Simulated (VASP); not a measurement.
An input for Ansatz (written as the equivalent of a VASP run, and not itself run):

Ansatz 0.2 input:
```yaml
crystal:
  lattice:
    - [2.7200000, 0.0000000, 0.0000000]
    - [0.0000000, 2.7200000, 0.0000000]
    - [0.0000000, 0.0000000, 3.7100000]
  atoms:
    - { symbol: Fe, position: [0.0000000, 0.0000000, 0.0000000], spin: 3 }
    - { symbol: Pt, position: [0.5000000, 0.5000000, 0.5000000] }
kpoints:
  mp_grid: { grid: [12, 12, 9] }
hamiltonian:
  xc: r2scan
  pseudopotentials: { kind: paw }
magnetization: { spin_polarized: true }
scf:
  occupations: { method: methfessel_paxton, width: 0.1 }
  max_iter: 100
relax:
  max_steps: 60
  f_tol: 0.01
  cell: {}
output: { forces: true, stress: true, eigenvalues: true }
```

**Question.** Translate this input to VASP (INCAR, KPOINTS, POSCAR, choice of POTCAR).

**Answer.** One answer among several that fit: 
INCAR:
```
! general
SYSTEM =FePt
PREC   =Accurate
ENCUT  =520
LREAL  =.False.
LASPH  =.True.

! electronic loop
EDIFF  =1E-6
NELM   =100
ALGO   =Normal
LMAXMIX=6
LMIXTAU=.True.

! smearing
ISMEAR =1
SIGMA  =0.1

! functional
METAGGA=R2SCAN

! spin
ISPIN  =2
MAGMOM =3.0 0.0

! ions
IBRION =2
NSW    =60
ISIF   =3
EDIFFG =-0.01

! output
LWAVE  =.False.
LCHARG =.False.
LORBIT =10
```

POSCAR:
```
FePt
1
    2.7200000000     0.0000000000     0.0000000000
    0.0000000000     2.7200000000     0.0000000000
    0.0000000000     0.0000000000     3.7100000000
Fe Pt
1 1
Direct
  0.0000000000   0.0000000000   0.0000000000
  0.5000000000   0.5000000000   0.5000000000
```

**KPOINTS**
```
Automatic mesh
0
Gamma
12 12 9
0 0 0
```

POTCAR, in this order: Fe Pt (PBE.64 set). Program: vasp_std.

What does not carry over: each code has its own PAW files, so the cut-off isn't converted (ENCUT is set for VASP's; basis.ecutwfc is left out, and Ansatz then takes the one that its files recommend); Ansatz stops its SCF on the density residual and VASP on the energy change (EDIFF).

The compound is FePt in the L1_0 structure. This run relaxes it. Symmetry was kept, so distortions that lower it aren't found.
